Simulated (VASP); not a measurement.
VASP ran on this input.

**INCAR**
```
SYSTEM = TiB2
PREC = Accurate; ENCUT = 520; LREAL = .False.
LASPH = .True.
EDIFF = 1E-6; NELM = 100; ALGO = Normal
LMAXMIX = 4
ISMEAR = 1; SIGMA = 0.1
GGA = BO; LUSE_VDW = .True.; AGGAC = 0.0
PARAM1 = 0.1833333333; PARAM2 = 0.22
IBRION = 2; NSW = 60; ISIF = 3
EDIFFG = -0.02
LWAVE = .False.; LCHARG = .False.
```

POSCAR:
```
TiB2
1.0
  1.5103582643  -2.6160172778   0.0000000000
  1.5103582643   2.6160172778   0.0000000000
  0.0000000000   0.0000000000   3.1819276551
Ti B
1 2
Direct
  0.0000000000   1.0000000000   1.0000000000
  0.3333330000   0.6666670000   0.5000000000
  0.6666670000   0.3333330000   0.5000000000
```

**KPOINTS**
```
Automatic mesh
0
Gamma
11 11 9
0 0 0
```

POTCAR, in this order: Ti_sv B (PBE.64 set). Program: vasp_std.

Question: Write an equivalent input for Quantum ESPRESSO's pw.x.

Answer: One equivalent input (not run):
```
&CONTROL
  calculation = 'vc-relax'
  pseudo_dir = './pseudo'
  outdir = './out'
  tprnfor = .true.
  tstress = .true.
  nstep = 60
  forc_conv_thr = 0.00078
/
&SYSTEM
  ibrav = 0
  nat = 3
  ntyp = 2
  ecutwfc = 84
  occupations = 'smearing'
  smearing = 'methfessel-paxton'
  degauss = 0.00735
  input_dft = 'vdw-df-obk8'
/
&ELECTRONS
  conv_thr = 7.3e-08
  electron_maxstep = 100
/
&IONS
/
&CELL
/
ATOMIC_SPECIES
  Ti 47.867 Ti.upf
  B 10.810 B.upf
CELL_PARAMETERS angstrom
     1.5103583   -2.6160173    0.0000000
     1.5103583    2.6160173    0.0000000
     0.0000000    0.0000000    3.1819277
ATOMIC_POSITIONS crystal
  Ti   0.0000000  1.0000000  1.0000000
  B    0.3333330  0.6666670  0.5000000
  B    0.6666670  0.3333330  0.5000000
K_POINTS automatic
  11 11 9 0 0 0
```
What does not carry over: the potentials are each code's own (VASP's PAW set, PseudoDojo norm-conserving files in pw.x), so ENCUT and ecutwfc are chosen apart and not converted; conv_thr bounds pw.x's estimated SCF error, while EDIFF bounds the energy change between steps; forc_conv_thr acts on force components and is met together with etot_conv_thr.

The compound is TiB2 in the AlB2 type structure. This run relaxes it. Symmetry was kept, so distortions that lower it aren't found.
